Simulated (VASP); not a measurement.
Input:

```
C
1.0
    0.00000     1.76060     1.76060
    1.76060     0.00000     1.76060
    1.76060     1.76060     0.00000
C
2
Direct
  0.00000   0.00000   0.00000
  0.25000   0.25000   0.25000
```

Computed with LDA (Ceperley-Alder, Perdew-Zunger), VASP's LDA PAW potentials (set 64) (plane waves; VASP 6.6.1). Numerical set-up: 620 eV cut-off, 13×13×13 Γ-centred mesh, Gaussian smearing of 0.050 eV, potentials C.

Problem. The ions, cell shape and volume at an external pressure of 10.0 GPa are relaxed. Which structure does the run end with?

Solution. 
```
C
1.0
    0.00000     1.75468     1.75468
    1.75468     0.00000     1.75468
    1.75468     1.75468     0.00000
C
2
Direct
  0.00000   0.00000   0.00000
  0.25000   0.25000   0.25000
```
Space group Fd-3m (227), at a tolerance of 0.03 Å.

Problem. How do energy and volume change from the first to the last step?

Solution. The energy (σ→0) changes by +2.6 meV/atom and the volume by -1.0 %, in 3 ionic steps.

The compound is C in the diamond structure. This run relaxes it under an external pressure of 10 GPa. Symmetry was kept, so distortions that lower it aren't found.
